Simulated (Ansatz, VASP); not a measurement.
# Zn3SbP: VASP beside Ansatz

```
CELL_PARAMETERS angstrom
5.88000 0.00000 0.00000
0.00000 5.88000 0.00000
0.00000 0.00000 5.88000
ATOMIC_POSITIONS crystal
P 0.00000 0.00000 0.00000
Sb 0.50000 0.50000 0.50000
Zn 0.50000 0.50000 0.00000
Zn 0.50000 0.00000 0.50000
Zn 0.00000 0.50000 0.50000
```

The cell comes from a database or a generator and needn't be the stable form of this composition.

Alike in both runs: task single point; functional PBE; k mesh 4 × 4 × 4; occupations gaussian, width 0.05 eV; no spin polarisation.

|  | VASP | Ansatz |
| --- | --- | --- |
| version | VASP 6.6.1 | Ansatz 0.2.0 |
| potentials or method | VASP PAW PBE potentials, release 64 (P, Sb, Zn) | scalar-relativistic, plane waves, PAW |
| plane-wave cutoff (eV) | 520 | 420 |
| valence electrons in the cell | 46 | 56 |

|  | VASP | Ansatz | Ansatz less VASP |
| --- | --- | --- | --- |
| gap on the k mesh at the Fermi level (eV) | none | none | - |
| pressure (GPa) | -4.9 | -5.0 | -0.02 |

A gap of «none» marks a metal or a gap that the smearing closes. The two sets of potentials don't hold the same shells in valence.

Spin-orbit coupling is left out, which matters for the levels of Sb.
